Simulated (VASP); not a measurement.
A VASP calculation is set up with these files.

**INCAR**
```
GGA  =  PE   # PBE
LMAXMIX  =  4
LCHARG  =  .False.
EDIFF  =  1E-6
ALGO  =  Normal   # blocked Davidson
PREC  =  Accurate
LREAL  =  .False.   # projection in real space or not
NELM  =  100   # most electronic steps
ENCUT  =  300   # plane-wave cut-off (eV)
SYSTEM  =  BaBr2
LASPH  =  .True.   # aspherical one-centre terms
LWAVE  =  .False.
ISIF  =  2
ISMEAR  =  0
SIGMA  =  0.136
```

POSCAR:
```
BaBr2
1
    4.0162290000     0.0000000000     0.0000000000
   -2.0081140000     3.4781560000     0.0000000000
    0.0000000000     0.0000000000    17.9053550000
Ba Br
1 2
Direct
  0.6666670000   0.3333330000   0.5000000000
  0.3333330000   0.6666670000   0.3909450000
  0.3333330000   0.6666670000   0.6090550000
```

### KPOINTS
```
Automatic mesh
0
G
  7 7 1
0 0 0
```

POTCAR, in this order: Ba_sv Br (PBE.64 set). Program: vasp_std.

Problem. Write an equivalent input for Ansatz.

Solution. One equivalent input (not run):
Ansatz 0.2 input:
```yaml
crystal:
  lattice:
    - [4.0162290, 0.0000000, 0.0000000]
    - [-2.0081140, 3.4781560, 0.0000000]
    - [0.0000000, 0.0000000, 17.9053550]
  atoms:
    - { symbol: Ba, position: [0.6666670, 0.3333330, 0.5000000] }
    - { symbol: Br, position: [0.3333330, 0.6666670, 0.3909450] }
    - { symbol: Br, position: [0.3333330, 0.6666670, 0.6090550] }
kpoints:
  mp_grid: { grid: [7, 7, 1] }
hamiltonian:
  xc: pbe
  pseudopotentials: { kind: paw }
scf:
  occupations: { method: gaussian, width: 0.136 }
  max_iter: 100
output: { forces: true, stress: true, eigenvalues: true }
```
The two are equivalent in intent, not identical: each code has its own PAW files, so the cut-off isn't converted (ENCUT is set for VASP's; basis.ecutwfc is left out, and Ansatz then takes the one that its files recommend); Ansatz stops its SCF on the density residual and VASP on the energy change (EDIFF).

The cell is a sheet with vacuum, built from a generated structure.
